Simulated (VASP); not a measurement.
```
CELL_PARAMETERS angstrom
      0.00000     2.65344     2.68846
      2.69759     0.00000     2.68846
      2.69759     2.65344     0.00000
ATOMIC_POSITIONS crystal
  Mg 0.00000 0.00000 0.00000
  Se 0.49161 0.50839 0.50839
```

These are PBE GGA, VASP's PBE PAW potentials (set 64) (plane waves; VASP) values and carry that method's errors. Settings: 400 eV cut-off, 5×5×5 Γ-centred mesh, Gaussian smearing of 0.050 eV, potentials Mg Se.

Question: What does the run give for the energy per atom (σ→0), pressure, largest force?

Answer: 
```json
{
 "energy per atom (σ→0)": "-3.706 eV/atom",
 "pressure": "6.00 GPa",
 "largest_force": "0.131 eV/Å"
}
```

The compound is MgSe in the rock salt structure. The cell was not relaxed at this level, atoms are displaced from their ideal sites. The run is one of a series of settings (KPOINTS 5×5×5 Γ-centred mesh against the base run), some of them coarse on purpose.
